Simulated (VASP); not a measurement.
Data:

```yaml
crystal:
  lattice:
    - [0.00000, 2.15335, 2.15335]
    - [2.15335, 0.00000, 2.15335]
    - [2.15335, 2.15335, 0.00000]
  atoms:
    - { symbol: Ti, position: [0.00000, 0.00000, 0.00000] }
    - { symbol: C, position: [0.50000, 0.50000, 0.50000] }
```

These are PBE GGA with D4 dispersion, VASP's PBE PAW potentials (set 64) (plane waves; VASP) values and carry that method's errors. Run with 520 eV cut-off, Gaussian smearing of 0.050 eV, potentials Ti_sv C.

Q: Give the energies of bands 6 to 11 at the high-symmetry points, in eV from the Fermi level.

A: 
| band | Γ | X | U | L | W |
|---|---|---|---|---|---|
| 6 | 0.67 | -3.47 | -3.54 | -5.94 | -3.20 |
| 7 | 0.67 | -1.69 | -3.40 | -2.98 | -3.20 |
| 8 | 0.67 | -0.05 | -1.77 | -2.98 | -2.77 |
| 9 | 1.67 | -0.05 | 1.46 | 2.96 | 2.82 |
| 10 | 1.67 | 2.74 | 3.18 | 2.96 | 2.82 |
| 11 | 1.68 | 3.57 | 3.88 | 4.17 | 3.58 |

It has no gap at this level: it comes out as a metal or semimetal.

The compound is TiC in the rock salt structure. It was relaxed first.
